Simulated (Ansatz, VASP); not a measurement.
## Rb3ClO: VASP beside Ansatz

```
Rb Cl O
1.0
     4.67339    0.00000    0.00000
     0.00000    4.67339    0.00000
     0.00000    0.00000    4.67339
Rb Cl O
3 1 1
Direct
  0.00000 0.00000 0.50000
  0.00000 0.50000 0.00000
  0.50000 0.00000 0.00000
  0.50000 0.50000 0.50000
  0.00000 0.00000 0.00000
```

Alike in both runs: functional LDA; k mesh 4 × 4 × 4; no spin polarisation.

Ansatz relaxed the structure, and its values are those at the end. VASP's run is a single point on that final structure, the one shown.

|  | VASP | Ansatz |
| --- | --- | --- |
| version | VASP 6.6.1 | Ansatz 0.2.0 |
| potentials or method | VASP PAW LDA potentials, release 64 (Rb_sv, Cl, O) | plane waves, PAW |
| plane-wave cutoff (eV) | 520 | 450 |
| occupations | gaussian, width 0.01 eV | fixed |
| valence electrons in the cell | 40 | 40 |

```csv
,VASP,Ansatz,Ansatz less VASP
pressure (GPa),20.8,20.0,-0.82
```

Caveats: so large a pressure means that the cell lies far from this level's equilibrium, or that cutoff or potentials fall short (VASP).
